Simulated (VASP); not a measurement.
Here is the system:

```yaml
crystal:
  lattice:
    - [1.66300, -2.88040, 0.00000]
    - [1.66300, 2.88040, 0.00000]
    - [0.00000, 0.00000, 5.17672]
  atoms:
    - { symbol: Sc, position: [0.33333, 0.66667, 0.25000] }
    - { symbol: Sc, position: [0.66667, 0.33333, 0.75000] }
```

Method: SCAN meta-GGA, VASP's PBE PAW potentials (set 64) (plane waves; VASP). Run with 520 eV cut-off, 14×14×8 Γ-centred mesh, tetrahedra with Blöchl corrections, potentials Sc_sv.

**Question.** Give the energies of bands 9 to 14 at the high-symmetry points, in eV from the Fermi level.

**Answer.** 
```csv
band,Γ,M,K,A,L,H
9,-5.47,-1.72,-0.78,-3.85,-1.52,-0.45
10,-1.71,-1.14,-0.78,-3.85,-1.52,-0.45
11,0.48,-0.66,-0.71,1.08,0.05,-0.07
12,1.79,-0.42,-0.45,1.08,0.05,-0.07
13,1.79,1.41,1.14,1.70,1.29,0.23
14,2.03,1.51,1.14,1.70,1.29,0.23
```

It has no gap at this level: it comes out as a metal or semimetal.

The compound is Sc in the hcp structure. It was relaxed first.
